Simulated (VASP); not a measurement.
VASP runs on NaI (rock salt) share one base input (PBE GGA, plane waves, VASP's PBE PAW potentials (set 64)) and change the settings named in each case.

File POSCAR:
```
NaI
1
    0.0000000000     3.2997000000     3.2997000000
    3.2997000000     0.0000000000     3.2997000000
    3.2997000000     3.2997000000     0.0000000000
Na I
1 1
Direct
  0.0000000000   0.0000000000   0.0000000000
  0.5000000000   0.5000000000   0.5000000000
```

KPOINTS:
```
Automatic mesh
0
Gamma
6 6 6
0 0 0
```

INCAR:
```
SYSTEM = NaI
PREC = Accurate
ENCUT = 400
EDIFF = 1E-6
NELM = 100
ALGO = Normal
LREAL = .FALSE.
LASPH = .TRUE.
ISMEAR = 0
SIGMA = 0.05
GGA = PE
LMAXMIX = 4
LWAVE = .FALSE.
LCHARG = .FALSE.
ISIF = 2
```

POTCAR, in this order: Na_pv I (PBE.64 set). Program: vasp_std.

```tsv
change	E(σ→0) (eV/atom)	gap on the mesh (eV)	−TS (eV)
base run	-2.6920	3.49	0.0000
NELECT = 13.5	?	0.00	?
NELECT = 13.9	-2.7096	0.00	-0.0029
NELECT = 13.98	-2.6961	0.00	-0.0008
NELECT = 14.02	-2.6490	0.00	-0.0006
NELECT = 14.1	-2.4622	0.00	-0.0005
NELECT = 14.5	-1.4450	0.00	-0.0030
```

Q: Fill in the missing entries.

A: 
- NELECT = 13.5, E(σ→0) (eV/atom): -2.7327
- NELECT = 13.5, −TS (eV): -0.0054

Charged cells carry a uniform compensating background. Unless said otherwise, spin-orbit coupling is left out, though it shifts the bands of the heavy elements here.

Left out are runs that ran out of time, are held back, or changed the cell or the kind of run, fixed moments of cells without a moment, rows past the twelfth, gaps on odd meshes, pressures of charged cells and columns that move by less than the noise.

The compound is NaI in the rock salt structure. The cell was not relaxed at this level.
